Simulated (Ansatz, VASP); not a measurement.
## Cross-check of Re (Rhenium) between VASP and Ansatz

One calculation is typed for both programs; each brings its own data sets. How far apart do they land? The cell is taken from a series of runs on this material, whose earlier steps may have relaxed, scaled, displaced or heated it; both programs get it as it stands.

Method: plane waves, with VASP 6.6.1 beside it; zone-centre phonons at PBEsol, in Ansatz 0.2.0.

## 1. The structure

Symmetry: P6_3/mmc, No. 194, hexagonal system. The conventional cell has a = 2.833 Å, b = 2.833 Å, c = 4.350 Å, α = 90.00°, β = 90.00°, γ = 120.00°. Re has 12 Re at 2.72 to 2.83 Å nearest.

Structure file:

```xyz
2
Lattice="2.8333 0.0000 0.0000 -1.4166 2.4537 0.0000 0.0000 0.0000 4.3497" Properties=species:S:1:pos:R:3 pbc="T T T"
Re    0.0000    1.6358    1.0874
Re    1.4166    0.8179    3.2623
```

## 2. VASP: zone-centre phonons, PBEsol

Second derivatives magnify differences that forces hide, and they need a tight electronic threshold.

Lines of VASP's logs that name or quote its potential files are left out, and so is its time.

The input, INCAR:

```
SYSTEM = Re
PREC = Accurate
ENCUT = 600
EDIFF = 1E-08
NELM = 120
ISMEAR = 1
SIGMA = 0.2
LREAL = .FALSE.
ALGO = Normal
GGA = PS
NBANDS = 13
LASPH = .TRUE.
LORBIT = 11
LWAVE = .FALSE.
LCHARG = .FALSE.
ISIF = 2
IBRION = 8
GGA_COMPAT = .FALSE.
KPAR = 2
```

The input, POSCAR:

```
Re
1.0
    2.8332760359      0.0000000000      0.0000000000
   -1.4166380180      2.4536890230      0.0000000000
    0.0000000000      0.0000000000      4.3497436842
Re
2
Direct
    0.3333333333      0.6666666667      0.2500000000
    0.6666666667      0.3333333333      0.7500000000
```

The input, KPOINTS:

```
Automatic mesh
0
Gamma
18 18 12
0 0 0
```

Potentials, in the order of the species: Re (PBE family, release 64).

On the command line:

```
> mpirun -np 2 vasp_std
```

Numbers of over 12 decimals in the logs are rounded to 6 here.

The program printed:

```text
[banner, memory and clock lines left out]
running    2 mpi-ranks, on    1 nodes
 distrk:  each k-point on    1 cores,    2 groups
 distr:  one band on    1 cores,    1 groups

 POSCAR found type information on POSCAR Re
 POSCAR found :  1 types and       2 ions
|                                                                             |
|               ----> ADVICE to this user running VASP <----                  |
|                                                                             |
|     You enforced a specific xc type in the INCAR file but a different       |
|     [... a line on the potential file left out ...]
|     I HOPE YOU KNOW WHAT YOU ARE DOING!                                     |
|                                                                             |

 LDA part: xc-table for (Slater+PW92), standard interpolation
 POSCAR, INCAR and KPOINTS ok, starting setup
 FFT: planning ... GRIDC
 FFT: planning ... GRID_SOFT
 FFT: planning ... GRID
 WAVECAR not read
 entering main loop
       N       E                     dE             d eps       ncg     rms          rms(c)
DAV:   1     0.314844194036E+02    0.31484E+02   -0.73106E+03 12660   0.144E+03
DAV:   2    -0.250713983978E+02   -0.56556E+02   -0.47683E+02 11366   0.326E+02
DAV:   3    -0.281315979534E+02   -0.30602E+01   -0.27438E+01 11819   0.997E+01
DAV:   4    -0.281870016978E+02   -0.55404E-01   -0.54678E-01 10780   0.760E+00
DAV:   5    -0.281877726389E+02   -0.77094E-03   -0.77049E-03 11440   0.119E+00    0.422E+01
DAV:   6    -0.270020137092E+02    0.11858E+01   -0.11001E+00 11974   0.298E+01    0.166E+01
DAV:   7    -0.266410679221E+02    0.36095E+00   -0.66130E-01 12062   0.224E+01    0.625E-01
DAV:   8    -0.266281321148E+02    0.12936E-01   -0.86624E-03 11937   0.989E-01    0.196E-01
DAV:   9    -0.266272577177E+02    0.87440E-03   -0.46121E-04 12387   0.229E-01    0.389E-02
DAV:  10    -0.266272610820E+02   -0.33643E-05   -0.46903E-05 11139   0.793E-02    0.163E-02
DAV:  11    -0.266272618201E+02   -0.73805E-06   -0.89847E-07 12522   0.212E-02    0.251E-03
DAV:  12    -0.266272616851E+02    0.13501E-06   -0.20936E-08  7445   0.490E-03    0.523E-04
DAV:  13    -0.266272616825E+02    0.25600E-08   -0.65345E-09  6793   0.266E-03
   1 F= -.26627262E+02 E0= -.26627657E+02  d E =0.118656E-02
 Linear response reoptimize wavefunctions to high precision
DAV:   1    -0.266272616616E+02    0.20858E-07   -0.19834E-08 11034   0.234E-03
DAV:   2    -0.266272616617E+02   -0.13642E-10   -0.91346E-11  6042   0.146E-04
 Linear response DOF=           2
 Linear response progress:
  Degree of freedom:   1/  2
       N       E                     dE             d eps       ncg     rms          rms(c)
RMM:   1    -0.745486502164E-01   -0.74549E-01   -0.54086E+00 29881   0.151E+02
RMM:   2    -0.143059683027E+00   -0.68511E-01   -0.68349E-02 67048   0.275E+00    0.131E-01
RMM:   3    -0.142882085816E+00    0.17760E-03   -0.19784E-03 67376   0.368E-01    0.888E-02
RMM:   4    -0.142136224775E+00    0.74586E-03   -0.94512E-04 68500   0.324E-01    0.217E-02
RMM:   5    -0.142187553984E+00   -0.51329E-04   -0.31996E-05 65635   0.749E-02    0.836E-03
RMM:   6    -0.142211659388E+00   -0.24105E-04   -0.11567E-05 69314   0.308E-02    0.130E-03
RMM:   7    -0.142209924790E+00    0.17346E-05   -0.33965E-07 70395   0.517E-03    0.584E-04
RMM:   8    -0.142209556266E+00    0.36852E-06   -0.17002E-07 66696   0.174E-03    0.384E-04
RMM:   9    -0.142208773237E+00    0.78303E-06   -0.70831E-08 67366   0.126E-03    0.561E-05
RMM:  10    -0.142208626488E+00    0.14675E-06   -0.11629E-07 71430   0.794E-04    0.240E-05
RMM:  11    -0.142208656509E+00   -0.30021E-07   -0.69588E-08 70501   0.758E-04    0.492E-06
RMM:  12    -0.142208657754E+00   -0.12457E-08   -0.77069E-08 73383   0.737E-04    0.223E-06
 first order change of Fermi-energy  -0.16910E-04
 force on displaced ion       1 direction 1 :  -4.503   0.000   0.000
 Linear response progress:
  Degree of freedom:   2/  2
       N       E                     dE             d eps       ncg     rms          rms(c)
RMM:   1    -0.107072072325E+00   -0.10707E+00   -0.59230E+00 10270   0.157E+02
RMM:   2    -0.181768456499E+00   -0.74696E-01   -0.62286E-02 21706   0.327E+00    0.204E-01
RMM:   3    -0.182910028100E+00   -0.11416E-02   -0.55934E-03 22659   0.601E-01    0.120E-01
RMM:   4    -0.182951346478E+00   -0.41318E-04   -0.36374E-04 24161   0.189E-01    0.503E-02
RMM:   5    -0.183165770014E+00   -0.21442E-03   -0.25748E-04 23154   0.129E-01    0.200E-02
RMM:   6    -0.183170869836E+00   -0.50998E-05    0.41578E-05 20347   0.434E-02    0.585E-03
RMM:   7    -0.183203950007E+00   -0.33080E-04    0.97576E-06 22274   0.201E-02    0.270E-03
RMM:   8    -0.183201657746E+00    0.22923E-05    0.70017E-06 23405   0.911E-03    0.877E-04
RMM:   9    -0.183199239627E+00    0.24181E-05    0.60878E-07 21100   0.697E-03    0.227E-04
RMM:  10    -0.183199674033E+00   -0.43441E-06   -0.28141E-06 24464   0.184E-03    0.264E-04
RMM:  11    -0.183199546557E+00    0.12748E-06    0.37149E-07 21228   0.163E-03    0.121E-04
RMM:  12    -0.183199072269E+00    0.47429E-06    0.42739E-07 24318   0.109E-03    0.588E-05
RMM:  13    -0.183199178580E+00   -0.10631E-06   -0.27653E-08 22576   0.862E-04    0.310E-05
RMM:  14    -0.183199207165E+00   -0.28585E-07   -0.80746E-08 24356   0.795E-04    0.107E-05
RMM:  15    -0.183199201496E+00    0.56689E-08    0.25222E-08 25453   0.761E-04    0.439E-06
 first order change of Fermi-energy   0.10432E-03
 force on displaced ion       1 direction 3 :   0.000  -0.000  -3.556
 Linear response finished
```

OUTCAR, selected parts (step 2):

```text
ion  position               nearest neighbor table
   1  0.333  0.667  0.250-   2 2.72   2 2.72   2 2.72   2 2.72   2 2.72   2 2.72
   2  0.667  0.333  0.750-   1 2.72   1 2.72   1 2.72   1 2.72   1 2.72   1 2.72

  LATTYP: Found a hexagonal cell.
 ALAT       =     2.8332760359
 C/A-ratio  =     1.5352346997

 Subroutine GETGRP returns: Found 24 space group operations
 (whereof 12 operations were pure point group operations)

The static configuration has the point symmetry D_3d.
 The point group associated with its full space group is D_6h.

 Found    259 irreducible k-points:

   k-points           NKPTS =    259   k-points in BZ     NKDIM =    259   number of bands    NBANDS=     13

   dimension x,y,z NGX =    24 NGY =   24 NGZ =   36
   dimension x,y,z NGXF=    48 NGYF=   48 NGZF=   72

   ENCUT  =  600.0 eV  44.10 Ry    6.64 a.u.   5.66  5.66  8.69*2*pi/ulx,y,z

   NELECT =      14.0000    total number of electrons

 k-points in reciprocal lattice and weights: Automatic mesh
   0.00000000  0.00000000  0.00000000       0.000
   0.05555556  0.00000000  0.00000000       0.002
   0.11111111  0.00000000  0.00000000       0.002
   0.16666667  0.00000000  0.00000000       0.002
   0.22222222  0.00000000  0.00000000       0.002
   0.27777778  0.00000000  0.00000000       0.002
   0.33333333  0.00000000  0.00000000       0.002
   0.38888889  0.00000000  0.00000000       0.002
   0.44444444  0.00000000  0.00000000       0.002
[...]
0.33333333  0.27777778  0.50000000       0.003
   0.33333333  0.33333333  0.50000000       0.001

 average (electrostatic) potential at core
       1 -39.3325       2 -39.3325

  Total       -3.6267432     -3.6267432     -0.0802653      0.0000000      0.0000000      0.0000000
  in kB     -192.1566047   -192.1566047     -4.2527140      0.0000000      0.0000000      0.0000000
  external PRESSURE =    -129.5219745 kB  Pullay stress =       0.0000000 kB

  energy-cutoff  :      600.00
  volume of cell :       30.24
      direct lattice vectors                 reciprocal lattice vectors
     2.833276036  0.000000000  0.000000000     0.352948314  0.203774804  0.000000000
    -1.416638018  2.453689023  0.000000000     0.000000000  0.407549608  0.000000000
     0.000000000  0.000000000  4.349743684     0.000000000  0.000000000  0.229898604

 POSITION                                       TOTAL-FORCE (eV/Angst)
 -----------------------------------------------------------------------------------
     -0.00000      1.63579      1.08744        -0.000000      0.000000      0.000000
      1.41664      0.81790      3.26231         0.000000     -0.000000      0.000000
 -----------------------------------------------------------------------------------
    total drift:                               -0.000000      0.000000     -0.000000

 Eigenvectors and eigenvalues of the dynamical matrix
 ----------------------------------------------------

   1 f  =    3.437939 THz    21.601211 2PiTHz  114.677318 cm-1    14.218169 meV
             X         Y         Z           dx          dy          dz
     -0.000000  1.635793  1.087436     0.595606   -0.381121    0.000000
      1.416638  0.817896  3.262308    -0.595606    0.381121    0.000000

   2 f  =    3.437939 THz    21.601211 2PiTHz  114.677318 cm-1    14.218169 meV
             X         Y         Z           dx          dy          dz
     -0.000000  1.635793  1.087436    -0.381121   -0.595606    0.000000
      1.416638  0.817896  3.262308     0.381121    0.595606    0.000000

   3 f  =    3.055252 THz    19.196715 2PiTHz  101.912242 cm-1    12.635502 meV
             X         Y         Z           dx          dy          dz
     -0.000000  1.635793  1.087436     0.000000    0.000000   -0.707107
      1.416638  0.817896  3.262308     0.000000    0.000000    0.707107

   4 f  =    0.000000 THz     0.000000 2PiTHz    0.000002 cm-1     0.000000 meV
             X         Y         Z           dx          dy          dz
     -0.000000  1.635793  1.087436     0.707102   -0.002679    0.000000
      1.416638  0.817896  3.262308     0.707102   -0.002679    0.000000

   5 f  =    0.000000 THz     0.000000 2PiTHz    0.000001 cm-1     0.000000 meV
             X         Y         Z           dx          dy          dz
     -0.000000  1.635793  1.087436    -0.002679   -0.707102    0.000000
      1.416638  0.817896  3.262308    -0.002679   -0.707102    0.000000

   6 f  =    0.000000 THz     0.000000 2PiTHz    0.000000 cm-1     0.000000 meV
             X         Y         Z           dx          dy          dz
     -0.000000  1.635793  1.087436     0.000000    0.000000    0.707107
      1.416638  0.817896  3.262308     0.000000    0.000000    0.707107

 ELASTIC MODULI CONTR FROM IONIC RELAXATION (kBar)
 Direction    XX          YY          ZZ          XY          YZ          ZX
 --------------------------------------------------------------------------------
 XX        -115.2701    115.2701      0.0000      0.0000      0.0000      0.0000
 YY         115.2701   -115.2701     -0.0000      0.0000     -0.0000      0.0000
 ZZ           0.0000     -0.0000     -0.0000      0.0000     -0.0000      0.0000
 XY           0.0000      0.0000      0.0000   -115.2701      0.0000      0.0000
 YZ           0.0000     -0.0000     -0.0000      0.0000     -0.0000      0.0000
 ZX           0.0000      0.0000      0.0000      0.0000      0.0000      0.0000
 --------------------------------------------------------------------------------
```

## 3. Ansatz: zone-centre phonons, PBEsol

Ansatz runs on its PAW soft_1 files.

The same cell, functional, mesh and smearing now go to Ansatz, which takes its cutoff from its data sets.

The input, input.yaml:

```yaml
crystal:
  lattice:
    - [2.8332760359, 0.0, 0.0]
    - [-1.416638018, 2.453689023, 0.0]
    - [0.0, 0.0, 4.3497436842]
  atoms:
    - { symbol: Re, position: [0.3333333333, 0.6666666667, 0.25] }
    - { symbol: Re, position: [0.6666666667, 0.3333333333, 0.75] }
kpoints:
  mp_grid: { grid: [18, 18, 12] }
hamiltonian:
  xc: pbesol
  pseudopotentials: { kind: paw, azcp: { folder: soft_1 }, xc_functional: pbe }
scf:
  occupations: { method: methfessel_paxton, width: 0.2 }
output:
  eigenvalues: true
phonons:
  method: dfpt
```

On the command line:

```
> ansatz run input.yaml --threads 4 --pin off --max-ram 10240MiB --backend cpu --events-out ev --progress --plain --runs-dir out
```

The program printed:

```text
zone centre: on kpoints.mp_grid the ground state, and the responses unless they are solved on pairs of k-points, stand on 637 of the mesh's 3888 k-points, reduced under 4 symmetry operations, with k and −k counted as one. Each operation leaves every solved displacement unchanged or reverses it
Engine: ansatz 0.2.0, x86_64-unknown-linux-gnu
Pseudopotentials: kind: paw
Pseudopotential: Re, paw, valence charge 15, recommended cutoff 420 eV (normal), soft_1/Re.paw.azcp
Functional definition: PBEsol
  exchange = pbesol_x
  correlation = pbesol_c
Crystal: 2 atoms, lattice volume = 30.239 Å³
Basis set: ecut = 420 eV, 591 PW (Γ), exchange–correlation on 40×40×60 points (8 copies of the dense FFT grid, shifted against one another)
Bands: 19, of which v1, the nominal top of the filled ones, is band 15 counted from 1 (14 counted from 0)
Symmetry: 24 space group operations
k-points: 637 of 3888 (irreducible under 4 space group operations, time reversal used)
Non-local potential: Re, projectors of the file, l = 0: 3, l = 1: 2, l = 2: 2, l = 3: 1
PAW form: soft (Blöchl's): semilocal exchange-correlation on the pseudo side does not see the compensation charge
PAW frozen core: Re, regenerated for the run's functional, and the local potential with it (the file was generated under x = pbe(κ = 0.804, μ = 0.219515), c = pbe(β = 0.066725))
PAW one-centre angular grid: Re, 590 points (default); XC on 64 Gauss nodes
Initial density: superposition of atomic densities (chi_scale 0.1, normalization cell)
Initial wavefunctions: pseudopotential atomic-orbital guess
Functional: x = pbesol(κ = 0.804, μ = 0.123457), c = pbesol(β = 0.046)
SCF iter   1: F=—  HF=-21477.081338 eV  |F-HF|=—  |Δ(HF+E_count)|=         —  Δρ=6.24e-2  dr2=1.12e0  ethr=3.10e-3  ⟨swp⟩=4.6  Hψ=47717  notcnv=0
preconditioner: auto → none  [metal: Δε(μ)=0.015 eV  Ē_g=6.191 eV  σ=0.200 eV  W_gap=0.06  n_scr=8 (ndim 8)  ℏωp=25.3 eV  f_vac=0.000  D(μ)=1.94/eV (n_scr^D=22)  sad-step TF]
SCF iter   2: F=—  HF=-21476.781569 eV  |F-HF|=—  |Δ(HF+E_count)|=   3.00e-1  S|Δr|=    0.00e0  Δρ=3.62e-2  dr2=3.65e-1  ethr=3.10e-3  ⟨swp⟩=2.0  Hψ=19419  notcnv=0  defer=4
SCF iter   3: F=—  HF=-21476.641506 eV  |F-HF|=—  |Δ(HF+E_count)|=   1.40e-1  S|Δr|=    0.00e0  Δρ=1.83e-3  dr2=3.78e-4  ethr=1.22e-3  ⟨swp⟩=3.0  Hψ=23250  notcnv=0  defer=4
SCF iter   4: F=—  HF=-21476.641855 eV  |F-HF|=—  |Δ(HF+E_count)|=   3.49e-4  S|Δr|=    0.00e0  Δρ=1.96e-4  dr2=1.36e-5  ethr=1.26e-6  ⟨swp⟩=2.1  Hψ=17939  notcnv=0  defer=4
SCF iter   5: F=—  HF=-21476.641850 eV  |F-HF|=—  |Δ(HF+E_count)|=   4.69e-6  S|Δr|=    0.00e0  Δρ=3.28e-5  dr2=2.17e-7  ethr=4.54e-8  ⟨swp⟩=2.0  Hψ=16515  notcnv=0  defer=4
SCF iter   6: F=—  HF=-21476.641850 eV  |F-HF|=—  |Δ(HF+E_count)|=   2.15e-7  S|Δr|=    0.00e0  Δρ=7.79e-6  dr2=1.32e-8  ethr=7.22e-10  ⟨swp⟩=2.6  Hψ=22375  notcnv=0  defer=4
SCF iter   7: F=—  HF=-21476.641850 eV  |F-HF|=—  |Δ(HF+E_count)|=   1.16e-9  S|Δr|=    0.00e0  Δρ=1.23e-6  dr2=2.42e-10  ethr=4.39e-11  ⟨swp⟩=2.2  Hψ=16951  notcnv=0  defer=4
SCF iter   8: F=-21476.641850 eV  HF=-21476.641850 eV  |F-HF|=0.00e0  |Δ(HF+E_count)|=  1.09e-11  S|Δr|=    0.00e0  Δρ=9.94e-8  dr2=1.69e-12  ethr=1.00e-12  ⟨swp⟩=5.7  Hψ=51601  notcnv=0
SCF 1 converged in 8 iterations: F = -21476.641850 eV  dr2 = 1.69e-12
  greatest PAW one-centre occupation: 0.999 electrons in one spin orbital (limit 2), on the Re atom at site 1 (counted from 0), in its partial waves of l = 0
DFPT response loops at Γ: preconditioner auto → Kerker (q_TF=auto, 2.725 Å⁻¹) (partly filled bands, converged f_vac=0.000); β = 1.00, the filter's whole step (`scf.mixing.beta` (0.50) is not read by the response loops under this deck's `scf.mixing.preconditioner`; to damp them name `kerker` or `kerker_dos`, under which they read `scf.mixing.beta`, and type it under 1.00, their step now; both keys bind the ground state too); Broyden in place of MSR1
SCF converged after 8 iterations
Stability not checked: this state was not tested for a lower state beside it, because cold or Methfessel-Paxton smearing, or corrected tetrahedra, fill the levels in a way that the test cannot read (fill_not_monotonic; see scf.lower_state_search)
Free energy (F): -21476.641850 eV
Harris-Foulkes:  -21476.641850 eV  (|F-HF|=0.00e0)
Internal energy: -21476.643116 eV  (E = F + TS)
E sigma→0 (E₀):  -21476.642167 eV
Entropy (-TS):   0.001266 eV (0.633 meV/atom)
Fermi energy:    23.058665 eV
--- Per-component energies (eV) ---
  E_band       = -167.900620
  E_kinetic    = 1043.402670
  E_local      = -1597.486737  (includes V_loc(G=0)·N_el)
  E_nonlocal   = 165.134202
  E_hartree    = 553.474899
  E_xc         = -707.582089
  E_vxc        = -578.874664  (∫ρ·V_xc dr)
  E_paw        = -17151.818680  (= ΣΔE_a)
  E_vpaw       = -307.026038  (= ΣTr[D̂ρ^β])
  E_aug_tail   = 0.000099  (compensation charges beyond the density's cutoff)
  E_ewald      = -3782.234133
  E_core_change = 0.466653  (= ΣΔE_core)
  E_smearing   = 0.001266  (= −TS)
  E_closure    = -0.000000  (closes the sum)
  Σ components = -21476.641850   (vs F -21476.641850, Δ=0.00e0)
--- Band table (eV; the first three rows and the last of 637) ---
  k-point 0: bands = [... 11 lower, 21.4919, 22.1957, 22.4431, 22.4431, 22.8588, 22.8588, 24.2405, 26.3532]
  k-point 1: bands = [... 11 lower, 21.4148, 22.1345, 22.3718, 22.3718, 23.0221, 23.0221, 23.9688, 26.3838]
  k-point 2: bands = [... 11 lower, 21.2664, 21.9616, 22.1818, 22.1818, 23.2913, 23.4240, 23.4240, 26.4417]
  k-point 636: bands = [... 11 lower, 19.9765, 21.0003, 21.0003, 22.9482, 22.9482, 26.9115, 26.9115, 29.0087]
--- Phonons (Γ-DFPT): 2 representative perturbations + reference, on 637 of 3888 k-points (Σ response iterations 5) ---
  k mesh reduced under 4 symmetry operations, with k and −k counted as one. Each operation leaves every solved displacement unchanged or reverses it
  ASR residual: 1.026e-4 → 0.000e0 eV/Å²; symmetrization residual: 7.839e-10 eV/Å²
  ASR residual per site (eV/Å²): 1.03e-4 1.03e-4
  Γ frequencies (cm⁻¹): 0.00 0.00 0.00 108.08 114.84 114.84
  non-analytic LO–TO correction: not included (Born effective charges unavailable; polar crystals: no LO–TO splitting at Γ)
```

## 4. Comparison

Known differences besides the potentials themselves: the data sets hold 30 valence electrons in Ansatz (on its PAW soft_1 files) and 14 in VASP; the cutoff is 420 eV in Ansatz and 600 eV in VASP; Ansatz makes its cores anew for this functional, VASP keeps those of its PBE data sets. Total energies have different zeros and are not compared.

The two programs side by side:

| quantity | Ansatz | VASP | difference |
| --- | --- | --- | --- |
| optical mode 1 (cm⁻¹) | 108.1 | 101.9 | +6.05 % |
| optical mode 2 to 3 (cm⁻¹) | 114.8 | 114.7 | +0.14 % |

Modes are paired by rising frequency, not by their patterns, so a pair may set unlike modes beside each other; they are those without the splitting of longitudinal modes.

## 5. What came out

| Property | Result |
| --- | --- |
| r.m.s. difference of the optical zone-centre modes, each program's sorted by frequency (zone-centre phonons, PBEsol) | 3.6 cm⁻¹ |
| difference in optical mode 1 (zone-centre phonons, PBEsol) | +6.1 % |

The r.m.s. difference of the optical zone-centre modes, each program's sorted by frequency is 3.6 cm⁻¹ (zone-centre phonons, PBEsol). The data sets hold unlike numbers of valence electrons (30 in Ansatz and 14 in VASP), so part of the differences comes from the potentials. Among the rows given in per cent, the largest difference of the zone-centre phonons, PBEsol pair is in optical mode 1, +6.1 %. How closely two codes agree says nothing of how well the functional describes the real material.

[Lines on the potential files, build, host, timing and source positions are cut from VASP's logs without a mark.]

[Logs are printed without paths, hosts, clocks, repeated set-up lines and the standing remarks that a program may print on its own settings, such as how far it seeks lower states.]

[Hosts, paths, dates, database ids (printed as entryN), source tags and the programs' standing remarks are cut or masked in the printed files.]
